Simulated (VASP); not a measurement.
These are MS2 meta-GGA, VASP's PBE PAW potentials (set 64) (plane waves; VASP 6.6.1) values and carry that method's errors.

The input files of a VASP run:

### POSCAR
```
BN
1.0
  1.2502463163  -2.1654905290   0.0000000000
  1.2502463163   2.1654905290   0.0000000000
  0.0000000000   0.0000000000   6.6941716655
B N
2 2
Cart
  1.2502463163   0.7218316200   1.6735429164
  1.2502463163  -0.7218316200   5.0206287491
  1.2502463163  -0.7218316200   1.6735429164
  1.2502463163   0.7218316200   5.0206287491
```

INCAR:
```
ALGO = Normal
EDIFF = 1E-7
ENCUT = 520
ISIF = 2
ISMEAR = -5
LASPH = .TRUE.
LCHARG = .FALSE.
LEFG = .TRUE.
LMIXTAU = .TRUE.
LORBIT = 11
LREAL = .FALSE.
LWAVE = .FALSE.
METAGGA = MS2
NEDOS = 601
NELM = 100
PREC = Accurate
SYSTEM = BN
```

**KPOINTS**
```
Automatic
0
gamma
  11 11 4
0 0 0
```

KPOINTS_OPT:
```
k-points along high-symmetry lines
6
Line-mode
Reciprocal
  0.000000   0.000000   0.000000 ! GAMMA
 -0.000000   0.500000   0.000000 ! M

 -0.000000   0.500000   0.000000 ! M
 -0.333333   0.666667   0.000000 ! K

 -0.333333   0.666667   0.000000 ! K
  0.000000   0.000000   0.000000 ! GAMMA

  0.000000   0.000000   0.000000 ! GAMMA
  0.000000   0.000000   0.500000 ! A

  0.000000   0.000000   0.500000 ! A
 -0.000000   0.500000   0.500000 ! L

 -0.000000   0.500000   0.500000 ! L
 -0.333333   0.666667   0.500000 ! H

 -0.333333   0.666667   0.500000 ! H
  0.000000   0.000000   0.500000 ! A

 -0.000000   0.500000   0.500000 ! L
 -0.000000   0.500000   0.000000 ! M

 -0.333333   0.666667   0.500000 ! H
 -0.333333   0.666667   0.000000 ! K
```

POTCAR, in this order: B N (PBE.64 set). Program: vasp_std.

Question: Predict the energy per atom (σ→0), band gap (over mesh and band path).

Answer: 
```json
{
 "energy per atom (σ→0)": "-10625 meV/atom",
 "band gap (over mesh and band path)": "4.68 eV"
}
```

**OSZICAR**
```
...
DAV:  20    -0.425013928483E+02    0.52404E-05   -0.93736E-08  1024   0.432E-03    0.922E-04
DAV:  21    -0.425013962520E+02   -0.34038E-05   -0.72906E-08   884   0.344E-03    0.370E-04
DAV:  22    -0.425013960827E+02    0.16933E-06   -0.30179E-08   844   0.240E-03    0.138E-04
DAV:  23    -0.425013958029E+02    0.27983E-06   -0.50545E-09   712   0.791E-04    0.670E-05
DAV:  24    -0.425013958800E+02   -0.77113E-07   -0.85368E-10   680   0.436E-04
   1 F= -.42501396E+02 E0= -.42501396E+02  d E =0.000000E+00
       N       E                     dE             ncg
       N       E                     dE             ncg
```

The compound is BN in the hex structure. It was relaxed first.
